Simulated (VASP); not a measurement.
A convergence study with VASP on Er (hcp): one setting is varied, all else stays as given below, so the limit is that of these other settings.

```
CELL_PARAMETERS angstrom
      1.78000    -3.08305     0.00000
      1.78000     3.08305     0.00000
      0.00000     0.00000     5.59000
ATOMIC_POSITIONS crystal
  Er 0.33333 0.66667 0.25000
  Er 0.66667 0.33333 0.75000
```

Level of theory: PBE GGA, VASP's PBE PAW potentials (set 64) (plane waves; VASP). The tightest run used: 550 eV cut-off, 21×21×13 Γ-centred mesh, tetrahedra with Blöchl corrections, potentials Er_3.

The 4f electrons are frozen in the core of the lanthanide potential, so 4f levels, which can set the real gap, and their magnetism are missing.

```csv
setting,E (eV/atom),pressure (GPa),irreducible k-points
3×3×2 mesh,-4.4644,-0.95,6
4×4×2 mesh,-4.4911,0.88,8
5×5×3 mesh,-4.4745,0.45,10
6×6×4 mesh,-4.5056,0.41,21
7×7×4 mesh,-4.5001,0.39,24
8×8×5 mesh,-4.4901,0.18,30
9×9×6 mesh,-4.4974,0.33,48
10×10×6 mesh,-4.4971,0.34,56
11×11×7 mesh,-4.4953,0.30,64
```

**Question.** These are the cheaper rows. Estimate the results at 21×21×13 mesh, and how far the last row shown lies from them.

**Answer.** 
```tsv
quantity	tightest run	last row shown is off by
E (eV/atom)	-4.4966	0.0013
pressure (GPa)	0.29	0.01
```

Left out are rungs that failed or repeat a setting and relaxations that didn't move; long series are thinned to 24 rows.

The compound is Er in the hcp structure. The cell was not relaxed at this level.
